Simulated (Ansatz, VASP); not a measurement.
# TiB2: VASP beside Ansatz

One calculation is typed for both programs; each brings its own data sets. How far apart do they land? Of the first pair: The structure shown is the end of the Ansatz relaxation below.

Main program and level: Ansatz 0.2.0; plane waves, with VASP 6.6.1 beside it; single point at PBEsol and zone-centre phonons at PBEsol.

## Step 1: The structure

Symmetry: P6/mmm, No. 191, hexagonal system. Conventional cell: a = 3.009 Å, b = 3.009 Å, c = 3.171 Å, α = 90.00°, β = 90.00°, γ = 120.00°. Nearest to B lie 3 B at 1.74 Å and 6 Ti at 2.35 Å. Nearest to Ti lie 12 B at 2.35 Å. Farther neighbours are not listed.

## Step 2: Ansatz: relaxation, PBEsol

Ansatz runs on its PAW soft_1 files.

This run makes the geometry at which the two programs are then compared.

input.yaml reads:

```yaml
crystal:
  lattice:
    - [3.0200945723, 0.0, 0.0]
    - [-1.5100472862, 2.6154786214, 0.0]
    - [0.0, 0.0, 3.1468436009]
  atoms:
    - { symbol: B, position: [0.3333333333, 0.6666666667, 0.5] }
    - { symbol: B, position: [0.6666666667, 0.3333333333, 0.5] }
    - { symbol: Ti, position: [0.0, 0.0, 0.0] }
kpoints:
  mp_grid: { grid: [15, 15, 16] }
hamiltonian:
  xc: pbesol
  pseudopotentials: { kind: paw, azcp: { folder: soft_1 }, xc_functional: pbe }
scf:
  occupations: { method: methfessel_paxton, width: 0.2 }
output:
  forces: true
  stress: true
  eigenvalues: true
relax:
  adjacent_minimum: "off"
  f_tol: 0.001
  max_steps: 60
  cell: { stress_tol: 0.01, fix: [volume] }
```

Command:

```
> ansatz run input.yaml --threads 4 --pin off --max-ram 10240MiB --backend cpu --events-out ev --progress --plain --runs-dir out
```

Numbers of over 12 decimals in the logs are rounded to 6 here.

The program printed:

```text
Engine: ansatz 0.2.0, x86_64-unknown-linux-gnu
Pseudopotentials: kind: paw
Pseudopotential: B, paw, valence charge 3, recommended cutoff 420 eV (normal), soft_1/B.paw.azcp
Pseudopotential: Ti, paw, valence charge 12, recommended cutoff 420 eV (normal), soft_1/Ti.paw.azcp
Functional definition: PBEsol
  exchange = pbesol_x
  correlation = pbesol_c
Crystal: 3 atoms, lattice volume = 24.857 Å³
Basis set: ecut = 420 eV, 479 PW (Γ), exchange–correlation on 48×48×48 points (8 copies of the dense FFT grid, shifted against one another)
Bands: 13, of which v1, the nominal top of the filled ones, is band 9 counted from 1 (8 counted from 0)
Symmetry: 24 space group operations
Space group: P6/mmm (ITA 191), of the structure as read, at distance tolerance 2.9e-5 Å
k-points: 243 of 3600
Non-local potential: B, projectors of the file, l = 0: 2, l = 1: 2, l = 2: 1
Non-local potential: Ti, projectors of the file, l = 0: 3, l = 1: 2, l = 2: 3, l = 3: 1
PAW form: soft (Blöchl's): semilocal exchange-correlation on the pseudo side does not see the compensation charge
PAW frozen core: B, regenerated for the run's functional, and the local potential with it (the file was generated under x = pbe(κ = 0.804, μ = 0.219515), c = pbe(β = 0.066725))
PAW frozen core: Ti, regenerated for the run's functional, and the local potential with it (the file was generated under x = pbe(κ = 0.804, μ = 0.219515), c = pbe(β = 0.066725))
PAW one-centre angular grid: B, 110 points (default); XC on 64 Gauss nodes
PAW one-centre angular grid: Ti, 590 points (default); XC on 64 Gauss nodes
Initial density: superposition of atomic densities (chi_scale 0.1, normalization cell, long waves kept (reshape's long-wave potential 0.00 eV rms))
Initial wavefunctions: pseudopotential atomic-orbital guess
Functional: x = pbesol(κ = 0.804, μ = 0.123457), c = pbesol(β = 0.046)
SCF iter   1: F=—  HF=-2783.766988 eV  |F-HF|=—  |Δ(HF+E_count)|=         —  Δρ=1.07e-1  dr2=4.45e0  ethr=3.10e-3  ⟨swp⟩=4.4  Hψ=14970  notcnv=0
preconditioner: auto → none  [metal: Δε(μ)=0.030 eV  Ē_g=9.646 eV  σ=0.200 eV  W_gap=0.13  n_scr=8 (ndim 8)  ℏωp=23.6 eV  f_vac=0.000  D(μ)=0.41/eV (n_scr^D=0)  sad-step TF]
SCF iter   2: F=—  HF=-2783.159902 eV  |F-HF|=—  |Δ(HF+E_count)|=   6.07e-1  S|Δr|=    0.00e0  Δρ=7.13e-2  dr2=2.12e0  ethr=3.10e-3  ⟨swp⟩=2.0  Hψ=6036  notcnv=0
SCF iter   3: F=—  HF=-2782.625677 eV  |F-HF|=—  |Δ(HF+E_count)|=   5.34e-1  S|Δr|=    0.00e0  Δρ=8.39e-3  dr2=2.02e-2  ethr=3.10e-3  ⟨swp⟩=3.1  Hψ=6275  notcnv=0
SCF iter   4: F=—  HF=-2782.624056 eV  |F-HF|=—  |Δ(HF+E_count)|=   1.62e-3  S|Δr|=    0.00e0  Δρ=9.81e-4  dr2=1.96e-4  ethr=1.12e-4  ⟨swp⟩=1.8  Hψ=5494  notcnv=0
SCF iter   5: F=—  HF=-2782.624103 eV  |F-HF|=—  |Δ(HF+E_count)|=   4.68e-5  S|Δr|=    0.00e0  Δρ=2.75e-4  dr2=2.87e-5  ethr=1.09e-6  ⟨swp⟩=2.0  Hψ=4379  notcnv=0
SCF iter   6: F=—  HF=-2782.624099 eV  |F-HF|=—  |Δ(HF+E_count)|=   4.10e-6  S|Δr|=    0.00e0  Δρ=7.09e-5  dr2=1.54e-6  ethr=1.60e-7  ⟨swp⟩=2.4  Hψ=4655  notcnv=0
SCF iter   7: F=-2782.624098 eV  HF=-2782.624098 eV  |F-HF|=4.52e-9  |Δ(HF+E_count)|=   3.50e-7  S|Δr|=    0.00e0  Δρ=5.08e-6  dr2=4.47e-9  ethr=5.56e-10  ⟨swp⟩=5.5  Hψ=14840  notcnv=0
SCF 1 converged in 7 iterations: F = -2782.624098 eV  dr2 = 4.47e-9
  greatest PAW one-centre occupation: 0.998 electrons in one spin orbital (limit 2), on the Ti atom at site 2 (counted from 0), in its partial waves of l = 0
relax step   1: F+E_penalty+E_count = -2782.62409815 eV  Δ(F+E_penalty+E_count) = +0.000e0 eV  max|allowed force component| = 2.405e-16 eV/Å  Δτ_max = 0.0000 Å  P = +2.304 GPa  Ω = 24.857 Å³  fix = [volume]  reactions: volume +2.304 GPa  (7 SCF iters, dr2 threshold 1.00e-7 eV, accepted)
[...]
relax step   2: F+E_penalty+E_count = -2782.62695139 eV  Δ(F+E_penalty+E_count) = -2.853e-3 eV  max|allowed force component| = 1.419e-16 eV/Å  Δτ_max = 0.0000 Å  P = +2.722 GPa  Ω = 24.857 Å³  energy of the carried Pulay correction = +1.106e-5 eV  fix = [volume]  reactions: volume +2.722 GPa  (4 SCF iters, dr2 threshold 3.00e-7 eV, accepted)
[...]
relax step   3: F+E_penalty+E_count = -2782.62695927 eV  Δ(F+E_penalty+E_count) = -7.880e-6 eV  max|allowed force component| = 2.467e-16 eV/Å  Δτ_max = 0.0000 Å  P = +2.700 GPa  Ω = 24.857 Å³  energy of the carried Pulay correction = +1.049e-5 eV  fix = [volume]  reactions: volume +2.700 GPa  (3 SCF iters, dr2 threshold 7.86e-8 eV, accepted)
[...]
relax step   4: F+E_penalty+E_count = -2782.62696298 eV  Δ(F+E_penalty+E_count) = -3.705e-6 eV  max|allowed force component| = 1.110e-16 eV/Å  Δτ_max = 0.0000 Å  P = +2.698 GPa  Ω = 24.857 Å³  fix = [volume]  reactions: volume +2.698 GPa  stress off target by 1.22e-2 GPa on what of the cell is left free  SCF on the basis re-selected at this cell (its energy is not comparable with the rows above)  (4 SCF iters)
[...]
relax step   5: F+E_penalty+E_count = -2782.62696306 eV  Δ(F+E_penalty+E_count) = -8.167e-8 eV  max|allowed force component| = 1.850e-16 eV/Å  Δτ_max = 0.0000 Å  P = +2.700 GPa  Ω = 24.857 Å³  energy of the carried Pulay correction = +4.127e-8 eV  fix = [volume]  reactions: volume +2.700 GPa  (3 SCF iters, dr2 threshold 3.74e-10 eV, accepted)
[...]
relax step   6: F+E_penalty+E_count = -2782.62696358 eV  Δ(F+E_penalty+E_count) = -5.219e-7 eV  max|allowed force component| = 1.665e-16 eV/Å  Δτ_max = 0.0000 Å  P = +2.700 GPa  Ω = 24.857 Å³  fix = [volume]  reactions: volume +2.700 GPa  stress off target by 6.10e-5 GPa on what of the cell is left free  SCF on the basis re-selected at this cell (its energy is not comparable with the rows above)  (3 SCF iters)
basis re-selected at this cell: Δ(F+E_penalty+E_count) = -5.219e-7 eV, ΔP = +0.000 GPa vs the last step (what re-selecting the basis moved, of the pressure what is left beyond the Pulay correction that the steps carried, after the strain that the cell walked since its last selection, with what the two solves' SCF thresholds leave and, on support functions, any second-order correction that the steps lacked; it is no m [...]
SCF converged after 3 iterations
Stability not checked: this state was not tested for a lower state beside it, because cold or Methfessel-Paxton smearing, or corrected tetrahedra, fill the levels in a way that the test cannot read (fill_not_monotonic; see scf.lower_state_search)
Free energy (F): -2782.626964 eV
Harris-Foulkes:  -2782.626964 eV  (|F-HF|=4.55e-13)
Internal energy: -2782.626998 eV  (E = F + TS)
E sigma→0 (E₀):  -2782.626972 eV
Entropy (-TS):   0.000034 eV (0.011 meV/atom)
Fermi energy:    15.553396 eV
--- Per-component energies (eV) ---
  E_band       = -85.933888
  E_kinetic    = 385.533203
  E_local      = -822.951982  (includes V_loc(G=0)·N_el)
  E_nonlocal   = 77.296779
  E_hartree    = 339.750451
  E_xc         = -184.126887
  E_vxc        = -226.854008  (∫ρ·V_xc dr)
  E_paw        = -1167.324298  (= ΣΔE_a)
  E_vpaw       = -178.458723  (= ΣTr[D̂ρ^β])
  E_aug_tail   = -0.000078  (compensation charges beyond the density's cutoff)
  E_ewald      = -1410.972991
  E_core_change = 0.168806  (= ΣΔE_core)
  E_smearing   = 0.000034  (= −TS)
  E_closure    = -0.000000  (closes the sum)
  Σ components = -2782.626964   (vs F -2782.626964, Δ=0.00e0)
--- Forces (eV/Å), atoms counted from 1 ---
  atom   1  B      0.00000000    -0.00000000     0.00000000
  atom   2  B     -0.00000000     0.00000000     0.00000000
  atom   3  Ti    -0.00000000     0.00000000     0.00000000
  max |Σ_I F_I| component: 3.70e-17 eV/Å
--- Stress (GPa, compression-positive) ---
        2.699599      -0.000000       0.000000
       -0.000000       2.699599       0.000000
        0.000000       0.000000       2.699691
  P = ⅓ Tr σ = 2.6996 GPa (26.996 kbar)
--- Band table (eV; the first three rows and the last of 243) ---
  k-point 0: bands = [... 5 lower, 12.7788, 12.7788, 13.3235, 13.3366, 17.5284, 17.5284, 19.4296, 19.4296]
  k-point 1: bands = [... 5 lower, 12.5250, 12.8222, 12.8222, 14.0807, 17.3712, 17.3712, 19.3309, 19.3309]
  k-point 2: bands = [... 5 lower, 11.6792, 12.9521, 12.9521, 14.7753, 16.9935, 16.9935, 19.0473, 19.0473]
  k-point 242: bands = [... 5 lower, 6.8512, 9.7675, 12.2836, 12.2836, 18.2210, 20.0732, 20.0732, 20.2508]
--- Relaxed structure (4 steps of the walk, 4 accepted, 2 SCFs on fresh bases) ---
  F+E_penalty+E_count = -2782.62696358 eV   max|allowed force component| = 1.665e-16 eV/Å   (the final SCF, on the basis selected at the relaxed cell)
  cell:  # Å, volume = 24.8569 Å³
    - [3.008670, 2.8758275724169978e-11, 0.0]
    - [-1.504335, 2.605585, 0.0]
    - [0.0, 0.0, 3.170788]
  atoms:
    - { symbol: B, position: [0.333333, 0.666667, 0.5] }
    - { symbol: B, position: [0.666667, 0.333333, 0.5] }
    - { symbol: Ti, position: [0, 0, 0.0] }
```

The column dr2 measures how far the density is from self-consistency, as an energy; F and HF (Harris–Foulkes) agree once it is small.

## Step 3: VASP: single point, PBEsol

The same cell, functional, mesh and smearing now go to VASP, with its own data sets.

Lines of VASP's logs that name or quote its potential files are left out, and so is its time.

INCAR reads:

```
SYSTEM = TiB2
PREC = Accurate
ENCUT = 500
EDIFF = 1E-06
NELM = 120
ISMEAR = 1
SIGMA = 0.2
LREAL = .FALSE.
ALGO = Normal
GGA = PS
NBANDS = 15
LASPH = .TRUE.
LORBIT = 11
LWAVE = .FALSE.
LCHARG = .FALSE.
ISIF = 2
GGA_COMPAT = .FALSE.
KPAR = 2
```

POSCAR reads:

```
TiB2
1.0
    3.0086699291      0.0000000000      0.0000000000
   -1.5043349646      2.6055845902      0.0000000000
    0.0000000000      0.0000000000      3.1707876190
B Ti
2 1
Direct
    0.3333333333      0.6666666667      0.5000000000
    0.6666666667      0.3333333333      0.5000000000
    0.0000000000      0.0000000000      0.0000000000
```

KPOINTS reads:

```
Automatic mesh
0
Gamma
15 15 16
0 0 0
```

Potentials, in the order of the species: B and Ti_sv (PBE family, release 64).

Command:

```
> mpirun -np 2 vasp_std
```

The program printed:

```text
[banner, memory and clock lines left out]
running    2 mpi-ranks, on    1 nodes
 distrk:  each k-point on    1 cores,    2 groups
 distr:  one band on    1 cores,    1 groups

 POSCAR found type information on POSCAR B Ti
 POSCAR found :  2 types and       3 ions
|                                                                             |
|               ----> ADVICE to this user running VASP <----                  |
|                                                                             |
|     You enforced a specific xc type in the INCAR file but a different       |
|     [... a line on the potential file left out ...]
|     I HOPE YOU KNOW WHAT YOU ARE DOING!                                     |
|                                                                             |

 LDA part: xc-table for (Slater+PW92), standard interpolation
 POSCAR, INCAR and KPOINTS ok, starting setup
 FFT: planning ... GRIDC
 FFT: planning ... GRID_SOFT
 FFT: planning ... GRID
 WAVECAR not read
 entering main loop
       N       E                     dE             d eps       ncg     rms          rms(c)
DAV:   1     0.120587641664E+03    0.12059E+03   -0.89274E+03  7305   0.133E+03
DAV:   2    -0.230944812311E+02   -0.14368E+03   -0.13912E+03  7619   0.355E+02
DAV:   3    -0.306188303899E+02   -0.75243E+01   -0.74514E+01 10319   0.788E+01
DAV:   4    -0.308395148838E+02   -0.22068E+00   -0.22045E+00  9031   0.120E+01
DAV:   5    -0.308444020406E+02   -0.48872E-02   -0.48870E-02 10620   0.155E+00    0.178E+01
DAV:   6    -0.257708961785E+02    0.50735E+01   -0.20463E+01 10126   0.526E+01    0.395E+00
DAV:   7    -0.257868032545E+02   -0.15907E-01   -0.11212E+00  7731   0.120E+01    0.362E+00
DAV:   8    -0.257904873785E+02   -0.36841E-02   -0.84893E-02 11858   0.248E+00    0.689E-01
DAV:   9    -0.257891394821E+02    0.13479E-02   -0.27193E-02  9062   0.224E+00    0.192E-01
DAV:  10    -0.257889784699E+02    0.16101E-03   -0.33095E-03  9166   0.761E-01    0.122E-01
DAV:  11    -0.257888825033E+02    0.95967E-04   -0.22207E-04  9822   0.162E-01    0.597E-02
DAV:  12    -0.257888654013E+02    0.17102E-04   -0.66735E-05  9188   0.999E-02    0.147E-02
DAV:  13    -0.257888654464E+02   -0.45148E-07   -0.44245E-06  8646   0.201E-02
   1 F= -.25788865E+02 E0= -.25788876E+02  d E =0.319383E-04
```

OUTCAR, selected parts (step 3):

```text
ion  position               nearest neighbor table
   1  0.333  0.667  0.500-   2 1.74   2 1.74   2 1.74   3 2.35   3 2.35   3 2.35   3 2.35   3 2.35
                             3 2.35
   2  0.667  0.333  0.500-   1 1.74   1 1.74   1 1.74   3 2.35   3 2.35   3 2.35   3 2.35   3 2.35
                             3 2.35
   3  0.000  0.000  0.000-   1 2.35   2 2.35   1 2.35   2 2.35   2 2.35   2 2.35   1 2.35   1 2.35
                             2 2.35   2 2.35   1 2.35   1 2.35

  LATTYP: Found a hexagonal cell.
 ALAT       =     3.0086699291
 C/A-ratio  =     1.0538835079

 Subroutine GETGRP returns: Found 24 space group operations
 (whereof 24 operations were pure point group operations)

The static configuration has the point symmetry D_6h.

 Found    243 irreducible k-points:

   k-points           NKPTS =    243   k-points in BZ     NKDIM =    243   number of bands    NBANDS=     15

   dimension x,y,z NGX =    24 NGY =   24 NGZ =   24
   dimension x,y,z NGXF=    48 NGYF=   48 NGZF=   48

   ENCUT  =  500.0 eV  36.75 Ry    6.06 a.u.   5.49  5.49  5.78*2*pi/ulx,y,z

   NELECT =      18.0000    total number of electrons

 k-points in reciprocal lattice and weights: Automatic mesh
   0.00000000  0.00000000  0.00000000       0.000
   0.06666667 -0.00000000  0.00000000       0.002
   0.13333333 -0.00000000  0.00000000       0.002
   0.20000000  0.00000000  0.00000000       0.002
   0.26666667 -0.00000000  0.00000000       0.002
   0.33333333 -0.00000000  0.00000000       0.002
   0.40000000 -0.00000000  0.00000000       0.002
   0.46666667 -0.00000000  0.00000000       0.002
   0.06666667  0.06666667  0.00000000       0.002
[...]
0.33333333  0.26666667  0.50000000       0.003
   0.33333333  0.33333333  0.50000000       0.001

 average (electrostatic) potential at core
       1 -22.0442       2 -22.0442       3 -70.2726

 E-fermi :  10.2845

 k-point     1 :       0.0000    0.0000    0.0000
  band No.  band energies     occupation
    ...
      5      -3.3705      2.00000
      6       7.5198      2.00000
      7       7.5198      2.00000
      8       8.0588      2.00000
      9       8.0730      2.00000
     10      12.2514     -0.00000
     11      12.2514     -0.00000
     12      14.1618     -0.00000
     13      14.1618     -0.00000
     14      16.0737      0.00000
    ...

 k-point     2 :       0.0667   -0.0000    0.0000
  band No.  band energies     occupation
    ...
      5      -3.2829      2.00000
      6       7.2730      2.00000
      7       7.5087      2.00000
      8       7.9912      2.00000
      9       8.1014      2.00000
     10      12.2247     -0.00000
     11      12.4140     -0.00000
     12      13.7585     -0.00000
     13      13.8160     -0.00000
     14      16.4831      0.00000
    ...

 k-point     3 :       0.1333   -0.0000    0.0000
  band No.  band energies     occupation
    ...
      5      -3.0237      2.00000
      6       6.6052      2.00000
      7       7.4685      2.00000
      8       7.7901      2.00000
      9       8.2131      2.00000
     10      12.1504     -0.00000
     11      12.8381     -0.00000
     12      13.0884     -0.00000
     13      13.3086     -0.00000
     14      17.1015      0.00000
    ...

  Total        0.4945441      0.4945441      0.4733399     -0.0000000      0.0000000     -0.0000000
  in kB       31.8763624     31.8763624     30.5096184     -0.0000000      0.0000000     -0.0000000
  external PRESSURE =      31.4207810 kB  Pullay stress =       0.0000000 kB

  energy-cutoff  :      500.00
  volume of cell :       24.86
      direct lattice vectors                 reciprocal lattice vectors
     3.008669929  0.000000000  0.000000000     0.332372784  0.191895516  0.000000000
    -1.504334965  2.605584590  0.000000000     0.000000000  0.383791032  0.000000000
     0.000000000  0.000000000  3.170787619     0.000000000  0.000000000  0.315379054

 POSITION                                       TOTAL-FORCE (eV/Angst)
 -----------------------------------------------------------------------------------
     -0.00000      1.73706      1.58539         0.000000     -0.000000      0.000000
      1.50433      0.86853      1.58539        -0.000000      0.000000     -0.000000
      0.00000      0.00000      0.00000        -0.000000      0.000000     -0.000000
 -----------------------------------------------------------------------------------
    total drift:                               -0.000000      0.000000      0.000000

  FREE ENERGIE OF THE ION-ELECTRON SYSTEM (eV)
  ---------------------------------------------------
  free  energy   TOTEN  =       -25.7888654464 eV

  energy  without entropy=      -25.7888973847  energy(sigma->0) =      -25.78887609

 total charge
# of ion       s       p       d       tot
------------------------------------------
    1        0.690   1.346   0.000   2.037
    2        0.690   1.346   0.000   2.037
    3        2.185   6.229   2.082  10.497
--------------------------------------------------
tot          3.566   8.921   2.082  14.570

[... 3 further parts left out ...]
```

The run ends at a pressure of 3.14 GPa.

## Step 4: Side by side

Known differences besides the potentials themselves: the cutoff is 420 eV in Ansatz and 500 eV in VASP; Ansatz makes its cores anew for this functional, VASP keeps those of its PBE data sets; Ansatz's pressure holds a Pulay correction, VASP's none. Total energies have different zeros and are not compared.

Compared:

```tsv
quantity	Ansatz	VASP	difference
pressure (GPa)	2.70	3.14	-0.44
```

(Part 1 of 2 ends here.)

[Lines on the potential files, build, host, timing and source positions are cut from VASP's logs without a mark.]

[Logs are printed without paths, hosts, clocks, repeated set-up lines and the standing remarks that a program may print on its own settings, such as how far it seeks lower states.]

[Hosts, paths, dates, database ids (printed as entryN), source tags and the programs' standing remarks are cut or masked in the printed files.]
